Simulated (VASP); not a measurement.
The system is Rh.

```
Rh
1.0
     0.00000    1.89785    1.89785
     1.89785    0.00000    1.89785
     1.89785    1.89785    0.00000
Rh
1
Direct
  0.00000 0.00000 0.00000
```

| Quantity | Value |
| --- | --- |
| Program | VASP 6.6.1 |
| Task | relaxation of cell and atoms |
| Functional | LDA |
| Potentials or basis | VASP PAW LDA potentials, release 64 (Rh_pv) |
| Cutoff | 520 eV |
| k mesh | 18 × 18 × 18 |
| Occupations | gaussian, width 0.1 eV |
| Spin | no spin polarisation |

At the start: pressure -8.9 GPa; volume 13.67 Å³/atom.

Q: Where does the relaxation end?

A: Over 7 steps the energy falls by 11.8 meV/atom and the volume is 13.26 Å³/atom (-3.0 %); space group Fm-3m (No. 225, to 0.05 Å).

Step by step:
```tsv
step	energy change (eV)	largest force (eV/Å)	pressure (GPa)	volume (Å³)
1	0.0000	0.0000	-8.92	13.67
2	0.0830	0.0000	31.73	12.22
3	-0.0118	0.0000	-0.29	13.27
4	-0.0118	0.0000	-0.06	13.26
5	-0.0118	0.0000	0.14	13.25
6	-0.0118	0.0000	-0.30	13.27
7	-0.0118	0.0000	0.00	13.26
```

Final structure:
```
CELL_PARAMETERS angstrom
0.00000 1.87862 1.87862
1.87862 0.00000 1.87862
1.87862 1.87862 0.00000
ATOMIC_POSITIONS crystal
Rh 0.00000 0.00000 0.00000
```
